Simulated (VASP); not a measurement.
# GaAs: what moves the LDA gap besides the functional, part 2 of 2

How far does the LDA gap of GaAs depend on cutoff, mesh and cell? The starting structure is a measured crystal structure from the Crystallography Open Database. Cell and atoms stay as given unless a step says otherwise.

VASP 6.6.1.

Results so far: reference 0.327 eV; cell and atoms relaxed by LDA 0.514 eV; no band path 0.327 eV.

### Step 5. Bands with a cutoff of 450 eV

Level of this step: LDA; plane waves and PAW (As, Ga_d) (VASP).

Against step 2 the input has ENCUT = 450.

INCAR reads:

```
SYSTEM = GaAs
PREC = Accurate
ENCUT = 450
EDIFF = 1E-06
NELM = 100
ISMEAR = 0
SIGMA = 0.03
LREAL = .FALSE.
ALGO = Normal
GGA = CA
NBANDS = 21
LORBIT = 11
LWAVE = .FALSE.
LCHARG = .FALSE.
KPAR = 4
```

POSCAR reads:

```
GaAs
1.0
    0.0000000000      2.8268500000      2.8268500000
    2.8268500000      0.0000000000      2.8268500000
    2.8268500000      2.8268500000      0.0000000000
As Ga
1 1
Direct
    0.7500000000      0.7500000000      0.7500000000
    0.0000000000      0.0000000000      0.0000000000
```

KPOINTS reads:

```
Automatic mesh
0
Gamma
6 6 6
0 0 0
```

KPOINTS_OPT reads:

```
Line mode
10
Line-mode
Reciprocal
  0.00000000   0.00000000   0.00000000 GAMMA
  0.50000000   0.00000000   0.50000000 X

  0.50000000   0.00000000   0.50000000 X
  0.50000000   0.25000000   0.75000000 W

  0.50000000   0.25000000   0.75000000 W
  0.37500000   0.37500000   0.75000000 K

  0.37500000   0.37500000   0.75000000 K
  0.00000000   0.00000000   0.00000000 GAMMA

  0.00000000   0.00000000   0.00000000 GAMMA
  0.50000000   0.50000000   0.50000000 L

  0.50000000   0.50000000   0.50000000 L
  0.62500000   0.25000000   0.62500000 U

  0.62500000   0.25000000   0.62500000 U
  0.50000000   0.25000000   0.75000000 W

  0.50000000   0.25000000   0.75000000 W
  0.50000000   0.50000000   0.50000000 L

  0.50000000   0.50000000   0.50000000 L
  0.37500000   0.37500000   0.75000000 K

  0.62500000   0.25000000   0.62500000 U
  0.50000000   0.00000000   0.50000000 X
```

The projector-augmented-wave data sets are As and Ga_d (LDA family, release 64).

Launch:

```console
mpirun -np 4 vasp_std
```

Log:

```text
[... set-up lines as in an earlier step ...]
 entering main loop
       N       E                     dE             d eps       ncg     rms          rms(c)
DAV:   1     0.102121100016E+03    0.10212E+03   -0.77214E+03   742   0.111E+03
DAV:   2     0.964370157048E+00   -0.10116E+03   -0.94357E+02   710   0.299E+02
DAV:   3    -0.965176718885E+01   -0.10616E+02   -0.10532E+02   812   0.657E+01
DAV:   4    -0.983937027863E+01   -0.18760E+00   -0.18752E+00   800   0.927E+00
[...]
DAV:  10    -0.960920390350E+01   -0.54456E-05   -0.32450E-05   945   0.449E-02    0.246E-02
DAV:  11    -0.960920928539E+01   -0.53819E-05   -0.58414E-06   775   0.297E-02    0.313E-03
DAV:  12    -0.960920916390E+01    0.12149E-06   -0.32312E-07   509   0.662E-03
   1 F= -.96092092E+01 E0= -.96092092E+01  d E =-.403176E-16
 Start KPOINTS_OPT (optional k-point list driver)
k-point batch [1-16\100]
       N       E                     dE             ncg
DAV:   1    -0.175359093053E+03   -0.66885E+04      741
DAV:   2    -0.176966214930E+04   -0.15943E+04      741
DAV:   3    -0.193228010906E+04   -0.16262E+03      775
DAV:   4    -0.193524022929E+04   -0.29601E+01      833
DAV:   5    -0.193526854975E+04   -0.28320E-01      748
DAV:   6    -0.193526929786E+04   -0.74810E-03      943
DAV:   7    -0.193526931267E+04   -0.14813E-04      744
DAV:   8    -0.193526931308E+04   -0.41135E-06      623
[...]
k-point batch [97-100\100]
       N       E                     dE             ncg
DAV:   1     0.730868583230E+04   -0.26255E+04      189
DAV:   2     0.691996614284E+04   -0.38872E+03      173
DAV:   3     0.688032334154E+04   -0.39643E+02      214
DAV:   4     0.687954776083E+04   -0.77558E+00      198
DAV:   5     0.687954055066E+04   -0.72102E-02      201
DAV:   6     0.687954031816E+04   -0.23250E-03      233
DAV:   7     0.687954031628E+04   -0.18719E-05      214
DAV:   8     0.687954031627E+04   -0.10722E-07      161
```

The job ended after 25 s (4 MPI ranks of AMD EPYC 7R43, shared host; peak memory 0.51 GiB; 96 s of CPU time).

OUTCAR, selected parts (step 5):

```text
  Total       -0.4850863     -0.4850863     -0.4850863      0.0000000     -0.0000000      0.0000000
  in kB      -17.2024883    -17.2024883    -17.2024883      0.0000000     -0.0000000      0.0000000
  external PRESSURE =     -17.2024883 kB  Pullay stress =       0.0000000 kB

 POSITION                                       TOTAL-FORCE (eV/Angst)
 -----------------------------------------------------------------------------------
      4.24027      4.24027      4.24027         0.000000      0.000000      0.000000
      0.00000      0.00000      0.00000        -0.000000     -0.000000     -0.000000
 -----------------------------------------------------------------------------------
    total drift:                               -0.000001     -0.000001     -0.000001

  FREE ENERGIE OF THE ION-ELECTRON SYSTEM (eV)
  ---------------------------------------------------
  free  energy   TOTEN  =        -9.6092091639 eV

  energy  without entropy=       -9.6092091639  energy(sigma->0) =       -9.60920916

[... 1 part as in an earlier step ...]

[... 2 further parts left out ...]
[key lines of the parts left out:]
E-fermi :   3.9779
```

With a cutoff of 450 eV the gap is 0.327 eV, +0.001 eV from the reference.

### Step 6. Bands with a 10×10×10 mesh

Against step 2 the input has a 10×10×10 mesh.

INCAR: that of step 5 with these lines changed.

```diff
@@ -2,3 +2,3 @@
 PREC = Accurate
-ENCUT = 450
+ENCUT = 350
 EDIFF = 1E-06
```

POSCAR is that of step 5.

KPOINTS reads:

```
Automatic mesh
0
Gamma
10 10 10
0 0 0
```

KPOINTS_OPT is that of step 5.

Launch:

```console
mpirun -np 4 vasp_std
```

Log:

```text
[... set-up lines as in an earlier step ...]
 entering main loop
       N       E                     dE             d eps       ncg     rms          rms(c)
DAV:   1     0.899881174695E+02    0.89988E+02   -0.67245E+03  2165   0.954E+02
DAV:   2    -0.867364069344E+00   -0.90855E+02   -0.85171E+02  2118   0.262E+02
DAV:   3    -0.970559396963E+01   -0.88382E+01   -0.87726E+01  2298   0.585E+01
DAV:   4    -0.985944006637E+01   -0.15385E+00   -0.15379E+00  2335   0.830E+00
[...]
DAV:  10    -0.963630389220E+01   -0.47024E-05   -0.30610E-05  2673   0.424E-02    0.245E-02
DAV:  11    -0.963630902127E+01   -0.51291E-05   -0.55094E-06  2260   0.285E-02    0.306E-03
DAV:  12    -0.963630890594E+01    0.11533E-06   -0.30351E-07  1533   0.621E-03
   1 F= -.96363089E+01 E0= -.96363089E+01  d E =-.462744E-17
 Start KPOINTS_OPT (optional k-point list driver)
k-point batch [1-47\100]
       N       E                     dE             ncg
DAV:   1    -0.101087264325E+04   -0.18943E+05     2190
DAV:   2    -0.527004474225E+04   -0.42592E+04     2108
DAV:   3    -0.568157710260E+04   -0.41153E+03     2344
DAV:   4    -0.568820446754E+04   -0.66274E+01     2364
DAV:   5    -0.568827137589E+04   -0.66908E-01     2247
DAV:   6    -0.568827343506E+04   -0.20592E-02     2795
DAV:   7    -0.568827346834E+04   -0.33275E-04     2151
DAV:   8    -0.568827346957E+04   -0.12336E-05     1899
DAV:   9    -0.568827346971E+04   -0.13944E-06     1497
[...]
k-point batch [95-100\100]
       N       E                     dE             ncg
DAV:   1     0.211694094759E+05   -0.34370E+04      285
DAV:   2     0.205903696931E+05   -0.57904E+03      252
DAV:   3     0.205285340027E+05   -0.61836E+02      297
DAV:   4     0.205274211460E+05   -0.11129E+01      297
DAV:   5     0.205274108904E+05   -0.10256E-01      303
DAV:   6     0.205274106020E+05   -0.28843E-03      332
DAV:   7     0.205274105965E+05   -0.54921E-05      277
DAV:   8     0.205274105963E+05   -0.17443E-06      262
```

Elapsed: 22 s, on 4 MPI ranks; peak memory 0.48 GiB.

OUTCAR, selected parts (step 6):

```text
  Total       -0.4931850     -0.4931850     -0.4931850      0.0000000     -0.0000000      0.0000000
  in kB      -17.4896911    -17.4896911    -17.4896911      0.0000000     -0.0000000      0.0000000
  external PRESSURE =     -17.4896911 kB  Pullay stress =       0.0000000 kB

  FREE ENERGIE OF THE ION-ELECTRON SYSTEM (eV)
  ---------------------------------------------------
  free  energy   TOTEN  =        -9.6363089059 eV

  energy  without entropy=       -9.6363089059  energy(sigma->0) =       -9.63630891

[... 2 parts as in an earlier step ...]

[... 2 further parts left out ...]
[key lines of the parts left out:]
E-fermi :   3.9697
```

With a 10×10×10 mesh the gap is 0.331 eV, +0.004 eV from the reference.

### Step 7. Comparison

```tsv
run	gap (eV)	change (eV)	core minutes
reference	0.327	-	0.947
cell and atoms relaxed by LDA	0.514	0.187	0.867
no band path	0.327	0.0	0.253
a cutoff of 450 eV	0.327	0.001	1.67
a 10×10×10 mesh	0.331	0.004	1.47
```

Core minutes are wall time times ranks of the run shown, on a shared host.

### Step 8. Outcome

| Property | Result |
| --- | --- |
| reference gap | 0.327 eV |
| gap with cell and atoms relaxed by LDA | 0.514 eV |
| gap with no band path | 0.327 eV |
| gap with a cutoff of 450 eV | 0.327 eV |
| gap with a 10×10×10 mesh | 0.331 eV |

In words: Among the runs that read a gap along the path, the one with cell and atoms relaxed by LDA moves it most, by +0.187 eV. On finer settings it changes by +0.001 eV with a cutoff of 450 eV and +0.004 eV with a 10×10×10 mesh. The functional's own error isn't tested here. Further runs on this material are not shown.

[Lines on the potential files, build, host, timing and source positions are cut from VASP's logs without a mark.]

[Logs are printed without paths, hosts, clocks, repeated set-up lines and the standing remarks that a program may print on its own settings, such as how far it seeks lower states.]

[Hosts, paths, dates, database ids (printed as entryN), source tags and the programs' standing remarks are cut or masked in the printed files.]
